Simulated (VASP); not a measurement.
Set up this calculation in VASP 6.6.1, as the native input.

```yaml
Task: band structure
Functional: BLYP
Potentials_or_basis: VASP PAW PBE potentials, release 64 (Hf_pv, In_d, Si, O)
Cutoff: 520 eV
k_mesh: 6 × 6 × 4
Occupations: fermi-dirac, width 0.05 eV
Spin: no spin polarisation
Further_INCAR_settings: ALGO = Normal; EDIFF = 1e-06
```

The structure of HfIn4SiO6 lies in POSCAR:

```
HfIn4SiO6                               
1.0
    2.7513126375     -4.7641190467      0.0044750912
    2.7513126375      4.7641190467      0.0044750912
   -1.8875867090      0.0000000000      7.5792252500
  Hf              In              Si              O             
     1     4     1     6
Direct
     0.2048639550361351    0.7951360449638650    0.0000000000000000
     0.3707343146594905    0.6292656853405094    0.5000000000000000
     0.5381746076451719    0.4618253923548281    0.0000000000000000
     0.0344622180310205    0.9655377819689795    0.5000000000000000
     0.7102535911603992    0.2897464088396009    0.5000000000000000
     0.8714871723698870    0.1285128276301132    0.0000000000000000
     0.1085538711299041    0.0686444231290072    0.8697533141320427
     0.9313555768709928    0.8914461288700959    0.1302466858679573
     0.8423893285990630    0.3808308417976642    0.8696480761180854
     0.6191691582023356    0.1576106714009371    0.1303519238819147
     0.1970942579078654    0.4696980516122771    0.1303470090332992
     0.5303019483877229    0.8029057420921345    0.8696529909667009
```

The cell was built by a generator and needn't be a form met in nature.

These files were run (other wordings do the same):

INCAR

```
SYSTEM = HfIn4SiO6
AGGAC    = 1.0          
AGGAX    = 1.0          
ALDAC    = 0.0          
ALDAX    = 1.0          
ALGO     = Normal         ! electronic algorithm
EDIFF    = 1E-6           ! SCF threshold, eV
ENCUT    = 520            ! plane-wave cutoff, eV
GGA      = B5             ! functional
ISIF     = 2              ! what is computed and relaxed
ISMEAR   = -1             ! smearing method
KPAR     = 4            
LASPH    = .True.         ! aspherical terms in the spheres
LCHARG   = .False.        ! write CHGCAR
LMAXMIX  = 4              ! l up to which the mixer works
LREAL    = .False.        ! projectors in reciprocal space
LWAVE    = .False.        ! write WAVECAR
NELM     = 60             ! most SCF steps
PREC     = Accurate       ! precision mode
SIGMA    = 0.05           ! smearing width, eV
```

KPOINTS

```
k-points
0
Gamma
  6 6 4
  0 0 0
```

KPOINTS_OPT

```
path GYFHZIF1,H1Y1XGN,MG
10
line-mode
reciprocal
 0.0000000000  0.0000000000  0.0000000000  G
-0.3333683603 -0.3333683603  0.0568123951  Y

-0.3333683603 -0.3333683603  0.0568123951  Y
-0.3635703138 -0.3635703138  0.4070283114  F

-0.3635703138 -0.3635703138  0.4070283114  F
-0.3031664068 -0.3031664068  0.7065964788  H

-0.3031664068 -0.3031664068  0.7065964788  H
 0.0000000000  0.0000000000  0.5000000000  Z

 0.0000000000  0.0000000000  0.5000000000  Z
-0.5000000000  0.5000000000  0.5000000000  I

-0.5000000000  0.5000000000  0.5000000000  I
-0.6364296862  0.3635703138  0.5929716886  F1

-0.6968335932  0.3031664068  0.2934035212  H1
-0.6666316397  0.3333683603 -0.0568123951  Y1

-0.6666316397  0.3333683603 -0.0568123951  Y1
-0.5000000000  0.5000000000  0.0000000000  X

-0.5000000000  0.5000000000  0.0000000000  X
 0.0000000000  0.0000000000  0.0000000000  G

 0.0000000000  0.0000000000  0.0000000000  G
-0.5000000000  0.0000000000  0.0000000000  N

-0.5000000000  0.0000000000  0.5000000000  M
 0.0000000000  0.0000000000  0.0000000000  G
```

Potentials or basis: VASP PAW PBE potentials, release 64 (Hf_pv, In_d, Si, O).

Run with:

```sh
$ cat potpaw_PBE.64/Hf_pv/POTCAR potpaw_PBE.64/In_d/POTCAR potpaw_PBE.64/Si/POTCAR potpaw_PBE.64/O/POTCAR > POTCAR
$ mpirun -np 4 vasp_std > vasp.out
```

Results of the run:

```json
{
 "Pressure": "0.0 GPa",
 "Largest force": "0.016 eV/Å",
 "Band gap along the path": "none (metal or under the smearing width)"
}
```

Caveat: the PAW data sets were made with another functional, which shifts forces and pressure a little; spin-orbit coupling is left out, which moves the levels of the heavy elements.

Wall time 4.4 min on 4 MPI ranks on Intel(R) Xeon(R) 6975P-C (Granite Rapids), with other jobs on the host, peak memory 0.9 GiB a rank.
